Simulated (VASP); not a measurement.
Computed with r2SCAN meta-GGA, VASP's PBE PAW potentials (set 64) (plane waves; VASP).

A VASP calculation is set up with these files.

### POSCAR
```
SrCl2(110) slab
1
    4.9465105223     0.0000000000     0.0000000000
    0.0000000000     6.9954227386    -0.0000000000
   -0.0000000000    -0.0000000000    24.9261654679
Sr Cl
4 8
Direct
  0.0000000000   1.0000000000   0.3581359490
  0.5000000000   0.5000000000   0.4493438772
  0.0000000000   1.0000000000   0.5506561228
  0.5000000000   0.5000000000   0.6418640510
  0.5000000000   0.2431540383   0.3487762091
  0.0000000000   0.2484072814   0.4498453738
  0.0000000000   0.7515927186   0.4498453738
  0.5000000000   0.7568459617   0.3487762091
  0.5000000000   0.2515927186   0.5501546262
  0.0000000000   0.2568459617   0.6512237909
  0.0000000000   0.7431540383   0.6512237909
  0.5000000000   0.7484072814   0.5501546262
```

### INCAR
```
# general
SYSTEM   =  SrCl2(110) slab
PREC     =  Normal
ENCUT    =  400
LREAL    =  .False.
LASPH    =  .True.

# electronic loop
EDIFF    =  1E-5
NELM     =  100
NELMIN   =  4
ALGO     =  Normal
LMAXMIX  =  4
LMIXTAU  =  .True.

# smearing
ISMEAR   =  0
SIGMA    =  0.05

# functional
METAGGA  =  R2SCAN

# ions
IBRION   =  2
NSW      =  120
ISIF     =  2
EDIFFG   =  -0.03

# output
LWAVE    =  .True.
LCHARG   =  .False.

# other
LDIPOL   =  .True.
IDIPOL   =  3
DIPOL    =  0.5 0.5 0.5
```

File KPOINTS:
```
Automatic
0
Gamma
4 3 1
0 0 0
```

POTCAR, in this order: Sr_sv Cl (PBE.64 set). Program: vasp_std.

### Question
Estimate the energy per atom (σ→0), band gap (on the k-mesh).

### Answer

```
Item                                Value
------------------------  ---------------
energy per atom (σ→0)     -11.781 eV/atom
band gap (on the k-mesh)          5.34 eV
```

**OSZICAR**
```
...
DAV:  12    -0.141366917592E+03   -0.13277E-03   -0.18465E-04   698   0.771E-02    0.447E-03
DAV:  13    -0.141367010413E+03   -0.92821E-04   -0.40625E-05   606   0.403E-02    0.425E-03
DAV:  14    -0.141367067608E+03   -0.57194E-04   -0.17091E-05   542   0.261E-02    0.209E-03
DAV:  15    -0.141367153940E+03   -0.86333E-04   -0.27308E-05   565   0.295E-02    0.182E-03
DAV:  16    -0.141367185735E+03   -0.31795E-04   -0.12452E-05   452   0.226E-02    0.736E-04
DAV:  17    -0.141367200596E+03   -0.14861E-04   -0.56955E-06   487   0.137E-02    0.537E-04
DAV:  18    -0.141367205725E+03   -0.51294E-05   -0.43181E-06   435   0.129E-02
   5 F= -.14136721E+03 E0= -.14136721E+03  d E =-.483568E-01
```

The cell is a thin slab with vacuum, built from SrCl2 (fluorite): (110) face.
